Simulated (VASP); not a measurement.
```yaml
crystal:
  lattice:
    - [0.00000, 2.80230, 2.80230]
    - [2.80230, 0.00000, 2.80230]
    - [2.80230, 2.80230, 0.00000]
  atoms:
    - { symbol: In, position: [0.50000, 0.50000, 0.50000] }
    - { symbol: As, position: [0.00000, 0.00000, 0.00000] }
```

The numbers are results of LDA (Ceperley-Alder, Perdew-Zunger), VASP's LDA PAW potentials (set 64) (plane waves; VASP 6.6.1), not measurements. Run with 400 eV cut-off, 13×13×13 Γ-centred mesh, tetrahedra with Blöchl corrections, potentials In_d As.

Unless said otherwise, spin-orbit coupling is left out, though it shifts the bands of the heavy elements here.

Task: What does the run give for the energy per atom (σ→0), band gap (on the k-mesh) with the smallest direct gap where there is one?

Result: 
```
Item                                                         Value
------------------------  ----------------------------------------
band gap (on the k-mesh)  none (metal, semimetal or under 0.01 eV)
energy per atom (σ→0)                               -4.380 eV/atom
```

Total energies compare only between runs with the same potentials, cut-off and functional.

The structure comes from a computed database's InAs entry (Fm-3m); how it stands against other phases isn't given here. It was relaxed first, which changed the volume by -8 %.
